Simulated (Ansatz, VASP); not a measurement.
## Al (Al(111)): VASP beside Ansatz

Aim: how closely do two programs agree when they are given the same cell, functional and k mesh?

Calculated with Ansatz 0.2.0; plane waves, with VASP 6.6.1 beside it; single point at PBEsol.

## 1. The starting structure

The cell holds 7 atoms: 7 Al. Its edges and angles: a = 2.839 Å, b = 2.839 Å, c = 28.909 Å, α = 90.0°, β = 90.0°, γ = 60.0°. It derives from Al. As first built, before any earlier steps moved the atoms (in the runner's words): 7 layers of fcc Al, cut at this functional's lattice. Vacuum lies along c.

## 2. Ansatz: single point, PBEsol

Ansatz runs on its default PAW (the set named soft_2) files.

With cell and atoms fixed, the geometry can't cause a difference; cores, projectors, grids and the points listed under the comparison can.

input.yaml reads:

```yaml
crystal:
  lattice:
    - [2.8392331813, 0.0, 0.0]
    - [1.4196165907, 2.4588480623, 0.0]
    - [0.0, 0.0, 28.9093451102]
  atoms:
    - { symbol: Al, position: [0.0, 0.0, 0.2591836495] }
    - { symbol: Al, position: [0.33333333, 0.33333333, 0.3400821373] }
    - { symbol: Al, position: [0.66666667, 0.66666667, 0.4194833399] }
    - { symbol: Al, position: [0.0, 0.0, 0.5] }
    - { symbol: Al, position: [0.33333333, 0.33333333, 0.5805166601] }
    - { symbol: Al, position: [0.66666667, 0.66666667, 0.6599178627] }
    - { symbol: Al, position: [0.0, 0.0, 0.7408163505] }
hamiltonian:
  xc: pbesol
  pseudopotentials: { kind: paw }
kpoints:
  mp_grid: { grid: [12, 12, 1] }
scf:
  occupations: { method: methfessel_paxton, width: 0.15 }
  n_extra_bands: 5
efield:
  axis: 3
  dipole_correction: true
  ramp_width: 0.04
output:
  forces: true
  eigenvalues: true
```

Run with:

```
ansatz run input.yaml --threads 4 --pin off --max-ram 9216MiB --backend cpu --events-out ev --progress --plain --runs-dir out
```

Numbers of over 12 decimals in the logs are rounded to 6 here.

The program printed:

```text
scf.n_extra_bands = 5 over 11 filled bands (N_el = 21.0): the run solves 16 bands
Engine: ansatz 0.2.0, aarch64-unknown-linux-gnu
Pseudopotentials: kind: paw
Pseudopotential: Al, paw, valence charge 3, recommended cutoff 420 eV (normal), Al.paw.azcp
Functional definition: PBEsol
  exchange = pbesol_x
  correlation = pbesol_c
Crystal: 7 atoms, lattice volume = 201.823 Å³
Basis set: ecut = 420 eV, 3973 PW (Γ), exchange–correlation on 40×40×400 points (8 copies of the dense FFT grid, shifted against one another)
Bands: 16, of which v1, the nominal top of the filled ones, is band 11 counted from 1 (10 counted from 0)
Symmetry: 6 space group operations
k-points: 19 of 144 (time reversal used)
Non-local potential: Al, projectors of the file, l = 0: 2, l = 1: 2, l = 2: 1
PAW form: soft (Blöchl's): semilocal exchange-correlation on the pseudo side does not see the compensation charge
PAW frozen core: Al, regenerated for the run's functional, and the local potential with it (the file was generated under x = pbe(κ = 0.804, μ = 0.219515), c = pbe(β = 0.066725))
PAW one-centre angular grid: Al, 110 points (default); XC on 64 Gauss nodes
Initial density: superposition of atomic densities (neutral atoms: chi_scale 0, normalization atom), corrected by the library's trained network
Initial wavefunctions: pseudopotential atomic-orbital guess
Functional: x = pbesol(κ = 0.804, μ = 0.123457), c = pbesol(β = 0.046)
SCF iter   1: F=—  HF=-3671.017800 eV  |F-HF|=—  |Δ(HF+E_count)|=         —  Δρ=1.93e-3  dr2=2.14e-1  ethr=1.77e-3  p=0.000 e·Å  D=1.20e-14 V/Å  ΔV_dip=-0.00 eV  dr2_dipole=3.57e-8  V_vac-E_F(+/−)=4.14/4.14 eV  ⟨swp⟩=9.1  Hψ=2315  notcnv=0
efield: sawtooth ramp at fractional position 0.9800 (placed from the atoms, in the widest stretch of the axis that holds none; the zero of the levels goes with the place), width 0.0400; the density the first Hamiltonian is built on has a dipole p = 0.000 e·Å; the dipole correction subtracts the counter field D = 1.20e-14 V/Å, which shifts the + side's vacuum level by -0.00 eV against the − side's; the planar-averaged density in the ramp window peaks in size at 1.4e-5 e/Å³
preconditioner: auto → LDOS  [insulator: Δε(μ)=0.129 eV  Ē_g=6.553 eV  σ=0.150 eV  W_gap=0.66  n_scr=16 (ndim 8)  ℏωp=12.0 eV  f_vac=0.356  D(μ)=1.64/eV (n_scr^D=10)  ε∞_Penn≈4.3  β→1.0]
SCF iter   2: F=—  HF=-3671.013607 eV  |F-HF|=—  |Δ(HF+E_count)|=   4.19e-3  S|Δr|=    0.00e0  Δρ=1.09e-3  dr2=6.65e-2  ethr=1.02e-3  p=-0.000 e·Å  D=-1.79e-5 V/Å  ΔV_dip=0.00 eV  dr2_dipole=3.05e-7  V_vac-E_F(+/−)=4.12/4.12 eV  ⟨swp⟩=1.3  Hψ=473  notcnv=0  defer=6
SCF iter   3: F=—  HF=-3671.010466 eV  |F-HF|=—  |Δ(HF+E_count)|=   3.14e-3  S|Δr|=    0.00e0  Δρ=1.50e-4  dr2=9.16e-4  ethr=3.16e-4  p=-0.000 e·Å  D=-5.43e-6 V/Å  ΔV_dip=0.00 eV  dr2_dipole=9.15e-8  V_vac-E_F(+/−)=4.14/4.14 eV  ⟨swp⟩=1.4  Hψ=308  notcnv=0  defer=6
SCF iter   4: F=—  HF=-3671.010605 eV  |F-HF|=—  |Δ(HF+E_count)|=   1.39e-4  S|Δr|=    0.00e0  Δρ=9.06e-5  dr2=2.05e-4  ethr=4.36e-6  p=0.000 e·Å  D=8.86e-8 V/Å  ΔV_dip=-0.00 eV  dr2_dipole=6.04e-8  V_vac-E_F(+/−)=4.13/4.13 eV  ⟨swp⟩=2.2  Hψ=482  notcnv=0  defer=6
SCF iter   5: F=—  HF=-3671.010583 eV  |F-HF|=—  |Δ(HF+E_count)|=   2.16e-5  S|Δr|=    0.00e0  Δρ=2.98e-5  dr2=2.26e-5  ethr=9.77e-7  p=-0.000 e·Å  D=-3.69e-7 V/Å  ΔV_dip=0.00 eV  dr2_dipole=2.96e-9  V_vac-E_F(+/−)=4.13/4.13 eV  ⟨swp⟩=1.4  Hψ=330  notcnv=0  defer=6
SCF iter   6: F=—  HF=-3671.010518 eV  |F-HF|=—  |Δ(HF+E_count)|=   6.55e-5  S|Δr|=    0.00e0  Δρ=1.31e-5  dr2=3.34e-6  ethr=1.08e-7  p=-0.000 e·Å  D=-1.70e-7 V/Å  ΔV_dip=0.00 eV  dr2_dipole=1.28e-8  V_vac-E_F(+/−)=4.13/4.13 eV  ⟨swp⟩=2.3  Hψ=451  notcnv=0  defer=6
SCF iter   7: F=—  HF=-3671.010517 eV  |F-HF|=—  |Δ(HF+E_count)|=   3.18e-7  S|Δr|=    0.00e0  Δρ=6.12e-6  dr2=8.65e-7  ethr=1.59e-8  p=-0.000 e·Å  D=-9.90e-8 V/Å  ΔV_dip=0.00 eV  dr2_dipole=9.06e-9  V_vac-E_F(+/−)=4.13/4.13 eV  ⟨swp⟩=1.8  Hψ=396  notcnv=0  defer=6
SCF iter   8: F=—  HF=-3671.010517 eV  |F-HF|=—  |Δ(HF+E_count)|=   8.73e-8  S|Δr|=    0.00e0  Δρ=2.11e-6  dr2=1.08e-7  ethr=4.12e-9  p=-0.000 e·Å  D=-6.18e-8 V/Å  ΔV_dip=0.00 eV  dr2_dipole=1.92e-9  V_vac-E_F(+/−)=4.13/4.13 eV  ⟨swp⟩=1.7  Hψ=354  notcnv=0  defer=6
SCF iter   9: F=-3671.010517 eV  HF=-3671.010517 eV  |F-HF|=6.70e-9  |Δ(HF+E_count)|=   7.75e-9  S|Δr|=    0.00e0  Δρ=2.82e-7  dr2=4.38e-9  ethr=4.76e-10  p=0.000 e·Å  D=4.84e-8 V/Å  ΔV_dip=-0.00 eV  dr2_dipole=2.60e-9  V_vac-E_F(+/−)=4.13/4.13 eV  ⟨swp⟩=10.9  Hψ=1581  notcnv=0
SCF 1 converged in 9 iterations: F = -3671.010517 eV  dr2 = 4.38e-9
  greatest PAW one-centre occupation: 0.464 electrons in one spin orbital (limit 2), on the Al atom at site 0 (counted from 0), in its partial waves of l = 0
SCF converged after 9 iterations
Stability not checked: this state was not tested for a lower state beside it, because cold or Methfessel-Paxton smearing, or corrected tetrahedra, fill the levels in a way that the test cannot read (fill_not_monotonic; see scf.lower_state_search)
Free energy (F): -3671.010517 eV
Harris-Foulkes:  -3671.010517 eV  (|F-HF|=6.70e-9)
Internal energy: -3671.018318 eV  (E = F + TS)
E sigma→0 (E₀):  -3671.012467 eV
Entropy (-TS):   0.007801 eV (1.114 meV/atom)
Fermi energy:    2.727858 eV
Dipole field:    D = 0.000068 V/Å  (p = 0.000076 e·Å, saw-weighted, corrected)
Work function:   Φ+ = 4.1240 eV   Φ− = 4.1260 eV
Levels:          The Fermi level and band energies are counted from a zero that moves with the ramp; work functions are not
--- Per-component energies (eV) ---
  E_band       = -31.803279
  E_kinetic    = 157.953788
  E_local      = -5255.180280  (includes V_loc(G=0)·N_el)
  E_nonlocal   = 73.230603
  E_hartree    = 2609.838927
  E_xc         = -274.331846
  E_vxc        = -202.120763  (∫ρ·V_xc dr)
  E_paw        = -3183.019014  (= ΣΔE_a)
  E_vpaw       = -25.364114  (= ΣTr[D̂ρ^β])
  E_aug_tail   = -0.000018  (compensation charges beyond the density's cutoff)
  E_efield     = 0.000000  (sawtooth field / dipole correction)
  E_vefield    = 0.000000  (∫n·V_field dr)
  E_ewald      = 2200.355549
  E_core_change = 0.133973  (= ΣΔE_core)
  E_smearing   = 0.007801  (= −TS)
  E_closure    = 0.000000  (closes the sum)
  Σ components = -3671.010517   (vs F -3671.010517, Δ=0.00e0)
--- Forces (eV/Å), atoms counted from 1 ---
  atom   1  Al     0.00000000    -0.00000000     0.00496939
  atom   2  Al     0.00000000    -0.00000000    -0.00051491
  atom   3  Al    -0.00000000     0.00000000     0.00078318
  atom   4  Al    -0.00000000     0.00000000    -0.00000908
  atom   5  Al     0.00000000    -0.00000000    -0.00077811
  atom   6  Al    -0.00000000     0.00000000     0.00049667
  atom   7  Al    -0.00000000     0.00000000    -0.00494789
  max |Σ_I F_I| component: 7.44e-7 eV/Å
--- Band table (eV; the first three rows and the last of 19) ---
  k-point 0: bands = [... 7 lower, -1.0962, 0.7537, 2.6180, 4.4105, 5.9161, 6.5764, 7.6095, 7.7283, ... 1 higher]
  k-point 1: bands = [... 7 lower, -0.9377, 0.9123, 2.7739, 4.5640, 6.0721, 6.7428, 7.7641, 7.8861, ... 1 higher]
  k-point 2: bands = [... 7 lower, -0.4628, 1.3843, 3.2328, 5.0039, 6.4954, 7.2154, 7.9216, 8.1138, ... 1 higher]
  k-point 18: bands = [... 7 lower, 0.4930, 0.6557, 1.2186, 1.2186, 1.2852, 2.1471, 2.1471, 3.2320, ... 1 higher]
```

Elapsed: 1.8 s, on 4 threads of Arm Neoverse V1, shared host; peak memory 0.41 GiB; 6.7 s of CPU time.

## 3. VASP: single point, PBEsol

The same cell, functional, mesh and smearing now go to VASP, with its own data sets and cutoff.

Lines of VASP's logs that name or quote its potential files are left out, and so is its time.

INCAR reads:

```
SYSTEM = Al
PREC = Normal
ENCUT = 320
EDIFF = 1E-06
NELM = 120
ISMEAR = 1
SIGMA = 0.15
LREAL = .FALSE.
ALGO = Fast
GGA = PS
NBANDS = 17
LORBIT = 11
LWAVE = .FALSE.
LCHARG = .TRUE.
KPAR = 4
IDIPOL = 3
LDIPOL = .TRUE.
DIPOL = 0.5 0.5 0.5
LVHAR = .TRUE.
LVACPOTAV = .TRUE.
NEDOS = 1500
```

POSCAR reads:

```
Al
1.0
    2.8392331813      0.0000000000      0.0000000000
    1.4196165907      2.4588480623      0.0000000000
    0.0000000000      0.0000000000     28.9093451102
Al
7
Direct
    0.0000000000      0.0000000000      0.2591836495
    0.3333333300      0.3333333300      0.3400821373
    0.6666666700      0.6666666700      0.4194833399
    0.0000000000      0.0000000000      0.5000000000
    0.3333333300      0.3333333300      0.5805166601
    0.6666666700      0.6666666700      0.6599178627
    0.0000000000      0.0000000000      0.7408163505
```

KPOINTS reads:

```
Automatic mesh
0
Gamma
12 12 1
0 0 0
```

Potentials, in the order of the species: Al (PBE family, release 64).

Run with:

```
mpirun -np 4 vasp_std
```

The program printed:

```text
[banner, memory and clock lines left out]
running    4 mpi-ranks, on    1 nodes
 distrk:  each k-point on    1 cores,    4 groups
 distr:  one band on    1 cores,    1 groups

 POSCAR found type information on POSCAR Al
 POSCAR found :  1 types and       7 ions
|                                                                             |
|               ----> ADVICE to this user running VASP <----                  |
|                                                                             |
|     You enforced a specific xc type in the INCAR file but a different       |
|     [... a line on the potential file left out ...]
|     I HOPE YOU KNOW WHAT YOU ARE DOING!                                     |
|                                                                             |

 LDA part: xc-table for (Slater+PW92), standard interpolation
 POSCAR, INCAR and KPOINTS ok, starting setup
 FFT: planning ... GRIDC
 FFT: planning ... GRID_SOFT
 FFT: planning ... GRID
 WAVECAR not read
 entering main loop
       N       E                     dE             d eps       ncg     rms          rms(c)
DAV:   1     0.291886309716E+02    0.29189E+02   -0.53885E+03   654   0.614E+02
DAV:   2    -0.256756292461E+02   -0.54864E+02   -0.52391E+02   845   0.116E+02
DAV:   3    -0.285714003096E+02   -0.28958E+01   -0.27763E+01   960   0.246E+01
DAV:   4    -0.286634146691E+02   -0.92014E-01   -0.90860E-01  1010   0.498E+00
DAV:   5    -0.286653559742E+02   -0.19413E-02   -0.19405E-02  1075   0.722E-01    0.412E+00
RMM:   6    -0.292182578762E+02   -0.55290E+00   -0.53846E+00   822   0.375E+00    0.340E+00
RMM:   7    -0.279552422496E+02    0.12630E+01   -0.12107E+00   786   0.223E+00    0.192E+00
RMM:   8    -0.278110126794E+02    0.14423E+00   -0.18748E-01   767   0.155E+00    0.514E-01
RMM:   9    -0.277995438964E+02    0.11469E-01   -0.47290E-02   860   0.805E-01    0.249E-01
RMM:  10    -0.278000673933E+02   -0.52350E-03   -0.10874E-02   803   0.446E-01    0.784E-02
RMM:  11    -0.277992093466E+02    0.85805E-03   -0.36981E-03   851   0.254E-01    0.879E-02
RMM:  12    -0.277996496591E+02   -0.44031E-03   -0.17988E-03   859   0.167E-01    0.411E-02
RMM:  13    -0.277997744438E+02   -0.12478E-03   -0.38235E-04   900   0.936E-02    0.170E-02
RMM:  14    -0.277999986283E+02   -0.22418E-03   -0.28269E-04   816   0.623E-02    0.123E-02
RMM:  15    -0.278001456306E+02   -0.14700E-03   -0.11404E-04   814   0.395E-02    0.103E-02
RMM:  16    -0.278002106920E+02   -0.65061E-04   -0.46406E-05   761   0.269E-02    0.606E-03
RMM:  17    -0.278002890160E+02   -0.78324E-04   -0.17040E-05   771   0.174E-02    0.476E-03
RMM:  18    -0.278003596754E+02   -0.70659E-04   -0.74073E-06   697   0.114E-02    0.266E-03
RMM:  19    -0.278004108985E+02   -0.51223E-04   -0.60767E-06   665   0.859E-03    0.186E-03
RMM:  20    -0.278004209002E+02   -0.10002E-04   -0.12577E-06   601   0.520E-03    0.125E-03
RMM:  21    -0.278004242157E+02   -0.33155E-05   -0.42110E-07   509   0.347E-03    0.128E-03
RMM:  22    -0.278004247843E+02   -0.56859E-06   -0.12709E-07   418   0.252E-03
|                                                                             |
|           W    W    AA    RRRRR   N    N  II  N    N   GGGG   !!!           |
|           W    W   A  A   R    R  NN   N  II  NN   N  G    G  !!!           |
|           W    W  A    A  R    R  N N  N  II  N N  N  G       !!!           |
|           W WW W  AAAAAA  RRRRR   N  N N  II  N  N N  G  GGG   !            |
|           WW  WW  A    A  R   R   N   NN  II  N   NN  G    G                |
|           W    W  A    A  R    R  N    N  II  N    N   GGGG   !!!           |
|                                                                             |
|     Did not find any points to average over, which means that no vacuum     |
|     field-free region was found. Please increase the size of  your cell     |
|     in the dimension of the dipole correction to obtain accurate            |
|     workfunction values.                                                    |
|                                                                             |

   1 F= -.27800425E+02 E0= -.27803002E+02  d E =0.773103E-02
```

From OUTCAR (step 3):

```text
ion  position               nearest neighbor table
   1  0.000  0.000  0.259-   2 2.86   2 2.86   2 2.86
   2  0.333  0.333  0.340-   3 2.82   3 2.82   3 2.82   1 2.86   1 2.86   1 2.86
   3  0.667  0.667  0.419-   2 2.82   2 2.82   2 2.82   4 2.85   4 2.85   4 2.85
   4  0.000  0.000  0.500-   3 2.85   5 2.85   3 2.85   5 2.85   5 2.85   3 2.85
   5  0.333  0.333  0.581-   6 2.82   6 2.82   6 2.82   4 2.85   4 2.85   4 2.85
   6  0.667  0.667  0.660-   5 2.82   5 2.82   5 2.82   7 2.86   7 2.86   7 2.86
   7  0.000  0.000  0.741-   6 2.86   6 2.86   6 2.86

  LATTYP: Found a hexagonal cell.
 ALAT       =     2.8392331813
 C/A-ratio  =    10.1820961026

 Subroutine GETGRP returns: Found 12 space group operations
 (whereof 12 operations were pure point group operations)

The static configuration has the point symmetry D_3d.

 Found     19 irreducible k-points:

   k-points           NKPTS =     19   k-points in BZ     NKDIM =     19   number of bands    NBANDS=     17

   dimension x,y,z NGX =    12 NGY =   12 NGZ =  128
   dimension x,y,z NGXF=    24 NGYF=   24 NGZF=  256

   ENCUT  =  320.0 eV  23.52 Ry    4.85 a.u.   4.14  4.14 42.17*2*pi/ulx,y,z

   NELECT =      21.0000    total number of electrons

 k-points in reciprocal lattice and weights: Automatic mesh
   0.00000000  0.00000000  0.00000000       0.007
   0.08333333 -0.00000000  0.00000000       0.042
   0.16666667  0.00000000  0.00000000       0.042
   0.25000000  0.00000000  0.00000000       0.042
   0.33333333  0.00000000  0.00000000       0.042
   0.41666667  0.00000000  0.00000000       0.042
   0.50000000  0.00000000  0.00000000       0.021
   0.16666667  0.08333333  0.00000000       0.042
   0.25000000  0.08333333  0.00000000       0.083
[...]
-0.41666667  0.25000000  0.00000000       0.083
  -0.33333333  0.33333333  0.00000000       0.014

 dipolmoment           0.000000      0.000000      0.000000 electrons x Angstroem

 average (electrostatic) potential at core
       1 -77.5215       2 -77.3663       3 -77.3604       4 -77.3467       5 -77.3604
       6 -77.3663       7 -77.5215

 E-fermi :   2.7671

 k-point     1 :       0.0000    0.0000    0.0000
  band No.  band energies     occupation
    ...
      6      -4.0660      2.00000
      7      -2.5391      2.00000
      8      -1.0637      2.00000
      9       0.7903      2.00000
     10       2.6569      1.94258
     11       4.4518     -0.00000
     12       5.9608      0.00000
     13       6.6233      0.00000
     14       7.6659      0.00000
     15       7.7632      0.00000
    ...

 k-point     2 :       0.0833   -0.0000    0.0000
  band No.  band energies     occupation
    ...
      6      -3.9002      2.00000
      7      -2.3732      2.00000
      8      -0.9049      2.00000
      9       0.9490      2.00000
     10       2.8129      0.50810
     11       4.6055     -0.00000
     12       6.1167      0.00000
     13       6.7897      0.00000
     14       7.8205      0.00000
     15       7.9214      0.00000
    ...

 k-point     3 :       0.1667    0.0000    0.0000
  band No.  band energies     occupation
    ...
      5      -4.7096      2.00000
      6      -3.4044      2.00000
      7      -1.8783      2.00000
      8      -0.4294      2.00000
      9       1.4215      2.00000
     10       3.2723     -0.00002
     11       5.0459     -0.00000
     12       6.5408      0.00000
     13       7.2633      0.00000
     14       7.9728      0.00000
    ...

  Total       -1.1327790     -1.1327790     -0.0723181     -0.0000000      0.0000000     -0.0000000
  in kB       -8.9925896     -8.9925896     -0.5740991     -0.0000000      0.0000000     -0.0000000
  external PRESSURE =      -6.1864261 kB  Pullay stress =       0.0000000 kB

  energy-cutoff  :      320.00
  volume of cell :      201.82
      direct lattice vectors                 reciprocal lattice vectors
     2.839233181  0.000000000  0.000000000     0.352207774 -0.203347253  0.000000000
     1.419616591  2.458848062  0.000000000     0.000000000  0.406694507  0.000000000
     0.000000000  0.000000000 28.909345110     0.000000000  0.000000000  0.034590891

 POSITION                                       TOTAL-FORCE (eV/Angst)
 -----------------------------------------------------------------------------------
      0.00000      0.00000      7.49283         0.000000     -0.000000     -0.001277
      1.41962      0.81962      9.83155        -0.000000     -0.000000     -0.002439
      2.83923      1.63923     12.12699        -0.000000     -0.000000      0.001776
      0.00000      0.00000     14.45467         0.000000      0.000000     -0.000000
      1.41962      0.81962     16.78236         0.000000      0.000000     -0.001776
      2.83923      1.63923     19.07779         0.000000      0.000000      0.002439
      0.00000      0.00000     21.41652        -0.000000      0.000000      0.001277
 -----------------------------------------------------------------------------------
    total drift:                                0.000000      0.000000     -0.000000

  FREE ENERGIE OF THE ION-ELECTRON SYSTEM (eV)
  ---------------------------------------------------
  free  energy   TOTEN  =       -27.8004247843 eV

  energy  without entropy=      -27.8081558104  energy(sigma->0) =      -27.80300179

 vacuum level on the upper side and lower side of the slab         6.892         6.892

 total charge
# of ion       s       p       d       tot
------------------------------------------
    1        0.450   0.316   0.000   0.766
    2        0.429   0.353   0.000   0.782
    3        0.431   0.350   0.000   0.781
    4        0.433   0.347   0.000   0.780
    5        0.431   0.350   0.000   0.781
    6        0.429   0.353   0.000   0.782
    7        0.450   0.316   0.000   0.766
--------------------------------------------------
tot          3.054   2.384   0.000   5.438

[... 3 further parts left out ...]
```

This run has no spin polarisation. Its electron count is odd, so without a moment it is a metal by construction.

## 4. Differences

Known differences besides the potentials themselves: the cutoff is 420 eV in Ansatz and 320 eV in VASP (PREC = Normal); Ansatz makes its cores anew for this functional, VASP keeps those of its PBE data sets; VASP leaves aspherical gradient terms in its spheres out (LASPH is not set), Ansatz keeps them. Total energies have different zeros and are not compared.

The two programs side by side:

```csv
quantity,Ansatz,VASP,difference
"work function, lower of the two faces (eV)",4.12,4.12,0.00
"work function, higher of the two faces (eV)",4.13,4.12,0.00
```

At this near-relaxed geometry the largest component of a force difference is 6 meV/Å. VASP's log warns that it found no field-free region in the vacuum, so its work functions are uncertain.

## 5. What came out

| Item | Value |
| --- | --- |
| difference in work function, higher of the two faces (single point, PBEsol) | 0.0011 eV |

In words: The difference in work function, higher of the two faces is 0.0011 eV (single point, PBEsol). Such differences can come from data sets, numerical settings and the points named under the comparisons, not from the functional's error against experiment.

[Lines on the potential files, build, host, timing and source positions are cut from VASP's logs without a mark.]

[Logs are printed without paths, hosts, clocks, repeated set-up lines and the standing remarks that a program may print on its own settings, such as how far it seeks lower states.]

[Hosts, paths, dates, database ids (printed as entryN), source tags and the programs' standing remarks are cut or masked in the printed files.]
